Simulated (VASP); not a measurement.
Calculation: PBE GGA, VASP's PBE PAW potentials (set 64) (plane waves; VASP).

VASP ran on this input.

**POSCAR**
```
BAs
1.0
  0.0000000000   2.4082251639   2.4082251639
  2.4082251639   0.0000000000   2.4082251639
  2.4082251639   2.4082251639   0.0000000000
B As
1 1
Cartesian
  1.2041125820   1.2041125820   1.2041125820
  0.0000000000   0.0000000000   0.0000000000
```

KPOINTS:
```
K-points
0
Gamma
 9 9 9
```

### INCAR
```
ALGO = Normal   # blocked Davidson
LWAVE = .FALSE.
SYSTEM = BAs
GGA = PE   # PBE
ISMEAR = 0
SIGMA = 0.05   # width (eV)
LREAL = .FALSE.   # projection in real space or not
LMAXMIX = 4   # l cut-off of mixed one-centre charges
NELM = 100   # most electronic steps
EDIFF = 1E-6   # SCF stop (eV)
LCHARG = .TRUE.
ENCUT = 500   # plane-wave cut-off (eV)
PREC = Accurate
LASPH = .TRUE.
```

POTCAR, in this order: B As (PBE.64 set). Program: vasp_std.

Output of the run:

**OSZICAR**
```
       N       E                     dE             d eps       ncg     rms          rms(c)
DAV:   1     0.817084813728E+01    0.81708E+01   -0.36963E+03   560   0.825E+02
DAV:   2    -0.117772998587E+02   -0.19948E+02   -0.19086E+02   872   0.992E+01
DAV:   3    -0.120051819030E+02   -0.22788E+00   -0.22788E+00   672   0.127E+01
DAV:   4    -0.120054362990E+02   -0.25440E-03   -0.25440E-03   824   0.468E-01
DAV:   5    -0.120054363654E+02   -0.66419E-07   -0.66893E-07   656   0.586E-03    0.476E+00
DAV:   6    -0.114720726273E+02    0.53336E+00   -0.17534E+00   576   0.676E+00    0.236E+00
DAV:   7    -0.114188870836E+02    0.53186E-01   -0.18765E-01   792   0.263E+00    0.937E-01
DAV:   8    -0.114123116729E+02    0.65754E-02   -0.21296E-02   608   0.102E+00    0.113E-01
DAV:   9    -0.114126285453E+02   -0.31687E-03   -0.61469E-04   696   0.197E-01    0.638E-02
DAV:  10    -0.114128146295E+02   -0.18608E-03   -0.29833E-04   688   0.126E-01    0.160E-02
DAV:  11    -0.114128207476E+02   -0.61181E-05   -0.12438E-05   824   0.274E-02    0.132E-02
DAV:  12    -0.114128204127E+02    0.33492E-06   -0.24847E-06   576   0.111E-02
   1 F= -.11412820E+02 E0= -.11412820E+02  d E =-.166546E-10
```

**OUTCAR**
```
------------------------ aborting loop because EDIFF is reached ----------------------------------------
  FORCE on cell =-STRESS in cart. coord.  units (eV):
  Direction    XX          YY          ZZ          XY          YZ          ZX
  --------------------------------------------------------------------------------------
  Total        0.0005479      0.0005479      0.0005479      0.0000000      0.0000000     -0.0000000
  in kB        0.0314278      0.0314278      0.0314278      0.0000000      0.0000000     -0.0000000
  external PRESSURE =       0.0314278 kB  Pullay stress =       0.0000000 kB
  volume of cell :       27.93
      direct lattice vectors                 reciprocal lattice vectors
     0.000000000  2.408225164  2.408225164    -0.207621782  0.207621782  0.207621782
     2.408225164  0.000000000  2.408225164     0.207621782 -0.207621782  0.207621782
     2.408225164  2.408225164  0.000000000     0.207621782  0.207621782 -0.207621782
  FREE ENERGIE OF THE ION-ELECTRON SYSTEM (eV)
  ---------------------------------------------------
  free  energy   TOTEN  =       -11.4128204127 eV

  energy  without entropy=      -11.4128204127  energy(sigma->0) =      -11.41282041
```
(Selected blocks of OUTCAR.)

The structure comes from a computed database's BAs entry (F-43m); how it stands against other phases isn't given here. It was relaxed first.
